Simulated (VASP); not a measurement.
# Al4Cd (P4/mmm) in VASP: reference runs

Aim: a first look at Al4Cd with PBE, on the cell as given.

Everything below comes from runs of VASP 6.6.1. Logs are shortened: lines on timing, memory, paths and dates and some standing lists are left out, and cuts for length are marked.

**1. The structure**

It takes space group P4/mmm (No. 123, tetragonal). Conventional cell: a = 5.521 Å, b = 5.521 Å, c = 5.608 Å, α = 90.00°, β = 90.00°, γ = 90.00°. Al (site symmetry 2mm) has 1 Al at 1.92 Å as nearest neighbours. Cd (site symmetry 4/mmm) has 8 Al at 2.92 Å as nearest neighbours.

The cell was built by a generator and needn't be a form met in nature.

**2. Single point, PBE**

Contents of INCAR:

```
PREC = Accurate ; ENCUT = 520
EDIFF = 1E-7 ; ISMEAR = -1
SIGMA = 0.05 ; LREAL = False
LASPH = True ; NELM = 60
ALGO = Normal ; ISIF = 2
LWAVE = False ; LCHARG = False
GGA = PE ; NBANDS = 20
```

Contents of KPOINTS:

```
regular mesh
0
Gamma
  5 5 5
```

Contents of POSCAR:

```
Al4Cd
1.0
    5.5211519800      0.0000000000      0.0000000000
    0.0000000000      5.5211519800      0.0000000000
    0.0000000000      0.0000000000      5.6078837500
Al Cd
4 1
Direct
    0.0000000000      0.5000000000      0.1714650700
    0.5000000000      0.0000000000      0.1714650700
    0.0000000000      0.5000000000      0.8285349300
    0.5000000000      0.0000000000      0.8285349300
    0.0000000000      0.0000000000      0.0000000000
```

Potentials or basis: VASP PAW PBE potentials, release 64 (Al, Cd).

On the command line:

```
$ cat potpaw_PBE.64/Al/POTCAR potpaw_PBE.64/Cd/POTCAR > POTCAR
$ mpirun -np 1 vasp_std > vasp.out
```

OUTCAR:

```text
PREC = Accurate
   ENCUT = 520
   EDIFF = 1E-7
   ISMEAR = -1
   LREAL = False
   LASPH = True
   NELM = 60
   ISIF = 2
   GGA = PE

 ion  position               nearest neighbor table
   1  0.000  0.500  0.171-   3 1.92   5 2.92   5 2.92
   2  0.500  0.000  0.171-   4 1.92   5 2.92   5 2.92
   3  0.000  0.500  0.829-   1 1.92   5 2.92   5 2.92
   4  0.500  0.000  0.829-   2 1.92   5 2.92   5 2.92
   5  0.000  0.000  0.000-   1 2.92   2 2.92   3 2.92   4 2.92   1 2.92   3 2.92   2 2.92   4 2.92

  LATTYP: Found a simple tetragonal cell.
 ALAT       =     5.5211519800
 C/A-ratio  =     1.0157089988

  Lattice vectors:

 A1 = (   5.5211519800,   0.0000000000,   0.0000000000)
 A2 = (   0.0000000000,   5.5211519800,   0.0000000000)
 A3 = (   0.0000000000,   0.0000000000,   5.6078837500)

Analysis of symmetry for initial positions (statically):
=====================================================================
 Subroutine PRICEL returns:
 Original cell was already a primitive cell.

 Routine SETGRP: Setting up the symmetry group for a
 simple tetragonal supercell.

 Subroutine GETGRP returns: Found 16 space group operations
 (whereof 16 operations were pure point group operations)
 out of a pool of 16 trial point group operations.

The static configuration has the point symmetry D_4h.

Analysis of symmetry for dynamics (positions and initial velocities):
=====================================================================
 Subroutine PRICEL returns:
 Original cell was already a primitive cell.

 Routine SETGRP: Setting up the symmetry group for a
 simple tetragonal supercell.

 Subroutine GETGRP returns: Found 16 space group operations
 (whereof 16 operations were pure point group operations)
 out of a pool of 16 trial point group operations.

The dynamic configuration has the point symmetry D_4h.

 Subroutine INISYM returns: Found 16 space group operations
 (whereof 16 operations are pure point group operations),
 and found     1 'primitive' translations

----------------------------------------------------------------------------------------

                                     Primitive cell

  volume of cell :     170.9458

  direct lattice vectors                    reciprocal lattice vectors
     5.521151980  0.000000000  0.000000000     0.181121622  0.000000000  0.000000000
     0.000000000  5.521151980  0.000000000     0.000000000  0.181121622  0.000000000
[... 86 lines left out ...]
   EDIFFG = 0.1E-05   stopping-criterion for IOM
   NSW    =      0    number of steps for IOM
   IBRION =     -1    ionic relax: 0-MD 1-quasi-New 2-CG
   NFREE  =      0    steps in history (QN), initial steepest desc. (CG)
   ISIF   =      2    stress and relaxation
   ISYM   =      2    0-nonsym 1-usesym 2-fastsym
   POTIM  = 0.5000    time-step for ionic-motion
   TEBEG  =    0.0;   TEEND  =   0.0 temperature during run
   PSTRESS=    0.0 pullay stress
   NELECT =      24.0000    total number of electrons
   NUPDOWN=      -1.0000    fix difference up-down
   EMIN   =  10.00;   EMAX   =-10.00  energy-range for DOS
   EFERMI =   0.00;   METHOD = LEGACY
   ISMEAR =    -1;   SIGMA  =   0.05  broadening in eV -4-tet -1-fermi 0-gaus
   EFERMI_NEDOS =   21; number of points for ismear=-14 and -15
   IALGO  =     38    algorithm
   IMIX   =      4    mixing-type and parameters
     AMIX     =   0.40;   BMIX     =  1.00
     AMIX_MAG =   1.60;   BMIX_MAG =  1.00
  volume/ion in A,a.u.               =      34.19       230.72
  Fermi-wavevector in a.u.,A,eV,Ry     =   0.850862  1.607896  9.850157  0.723966
  Thomas-Fermi vector in A             =   1.966905
   LORBIT       =      0    0 simple, 1 ext, 2 COOP (PROOUT), +10 PAW based schemes
   GGA     = PE    functional components
   LHFCALC =     F    Hartree Fock is set to
   AEXX    =    0.0000 exact exchange contribution
   IVDW    =     0    specifies the selected vdW correction
   LEPSILON=     F    determine dielectric tensor
   LRPA    =     F    only Hartree local field effects (RPA)
 non-spin polarized calculation
  energy-cutoff  :      520.00
  volume of cell :      170.95
 maximum number of plane-waves:      4618
 NGX is ok and might be reduce to    42
   NGX = 21   NGY = 21   NGZ = 21

 number of electron      24.0000007 magnetization

 Free energy of the ion-electron system (eV)
  ---------------------------------------------------
  ext. energy  EPLUGINS =         0.00000000
  ---------------------------------------------------
  free energy    TOTEN  =        -5.81043617 eV

  energy without entropy =       -5.77370565  energy(sigma->0) =       -5.79207091

 E-fermi :   1.4735     XC(G=0):  -7.4987

 val. band max:        1.4697288185   @ k =   0.4000   0.2000   0.0000
 cond. band min:       1.4832807547   @ k =   0.2000   0.0000   0.2000
 fundamental gap:      0.0135519361
 Fermi energy:         1.4735213478

 k-point     1 :       0.0000    0.0000    0.0000
  band No.  band energies     occupation
      1      -7.6653      2.00000
      2      -7.4922      2.00000
      3      -7.2828      2.00000
      4      -7.2828      2.00000
      5      -7.2143      2.00000
      6      -6.3550      2.00000
[... 403 lines left out ...]
     19       6.6334      0.00000
     20       7.0195      0.00000

------------------------ aborting loop because EDIFF is reached ----------------------------------------

  FORCE on cell =-STRESS in cart. coord.  units (eV):
  Direction    XX          YY          ZZ          XY          YZ          ZX
  --------------------------------------------------------------------------------------
  -------------------------------------------------------------------------------------
  Total       -2.3149769     -2.3149769     33.5178940      0.0000000      0.0000000     -0.0000000
  in kB      -21.6969570    -21.6969570    314.1440939      0.0000000      0.0000000     -0.0000000
  external PRESSURE =      90.2500599 kB  Pullay stress =       0.0000000 kB

 VOLUME and BASIS-vectors are now :
 -----------------------------------------------------------------------------
  energy-cutoff  :      520.00
  volume of cell :      170.95
      direct lattice vectors                 reciprocal lattice vectors
     5.521151980  0.000000000  0.000000000     0.181121622  0.000000000  0.000000000
     0.000000000  5.521151980  0.000000000     0.000000000  0.181121622  0.000000000
     0.000000000  0.000000000  5.607883750     0.000000000  0.000000000  0.178320387

 POSITION                                       TOTAL-FORCE (eV/Angst)
 -----------------------------------------------------------------------------------
      0.00000      2.76058      0.96156         0.000000     -0.000000     10.465445
      2.76058      0.00000      0.96156        -0.000000      0.000000     10.465445
      0.00000      2.76058      4.64633         0.000000      0.000000    -10.465445
      2.76058      0.00000      4.64633        -0.000000      0.000000    -10.465445
      0.00000      0.00000      0.00000        -0.000000      0.000000      0.000000
 -----------------------------------------------------------------------------------
    total drift:                               -0.000000     -0.000000      0.000000

  FREE ENERGIE OF THE ION-ELECTRON SYSTEM (eV)
  ---------------------------------------------------
  free  energy   TOTEN  =        -5.8104361681 eV

  energy  without entropy=       -5.7737056539  energy(sigma->0) =       -5.79207091
```

It took 59 s on 1 thread of Intel Xeon Platinum 8488C (Sapphire Rapids), shared host; peak memory 0.27 GiB.

What came out:

```yaml
Free_energy: -5.8104 eV
Pressure: 9.0 GPa
Largest_force: 10.465 eV/Å
Band_gap_on_the_k_mesh: none (metal or under the smearing width)
```

Forces in eV/Å, atoms in the order of the input:
```
Al    0.000   0.000  10.465
Al    0.000   0.000  10.465
Al    0.000   0.000 -10.465
Al    0.000   0.000 -10.465
Cd    0.000   0.000   0.000
```

Stress tensor (GPa, compression positive):
```
-2.17  0.00  0.00
 0.00 -2.17  0.00
 0.00  0.00 31.41
```

Caveat: forces of over 1 eV/Å show positions far from the minimum, so gaps and moduli don't describe the material at rest.
